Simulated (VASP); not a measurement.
Consider the following.

Space group Fm-3m (No. 225); a = 4.905 Å, b = 4.905 Å, c = 4.905 Å, α = 90.00°, β = 90.00°, γ = 90.00°

| atom | site | symmetry | x | y | z |
|---|---|---|---|---|---|
| Y | 4a | m-3m | 0.0000 | 0.0000 | 0.0000 |
| N | 4b | m-3m | 0.5000 | 0.5000 | 0.5000 |
(The calculation used a cell of 2 atoms; values per cell refer to that cell.)

Level of theory: PBE GGA, VASP's PBE PAW potentials (set 64) (plane waves; VASP). Numerical set-up: 520 eV cut-off, 9×9×9 Γ-centred mesh, Gaussian smearing of 0.050 eV, potentials Y_sv N.

Problem. Give the energy at these volumes per atom, relative to the lowest: 13.87, 14.31, 14.75, 15.19, 15.64 Å³.

Solution. 29.6, 7.1, 0.0, 6.2, 23.6 meV/atom. A third-order Birch-Murnaghan fit gives B0 = 159 GPa and B0′ = 4.2.

Measured: a 4.877 Å (computed value off by +0.6 %), as given by G. Soto et al., Computational Materials Science (2007), arXiv:cond-mat/0703568. The calculation is for a static lattice, while the measured a holds thermal and zero-point effects, which are part of the difference.

The compound is YN in the rock salt structure. It was relaxed first.
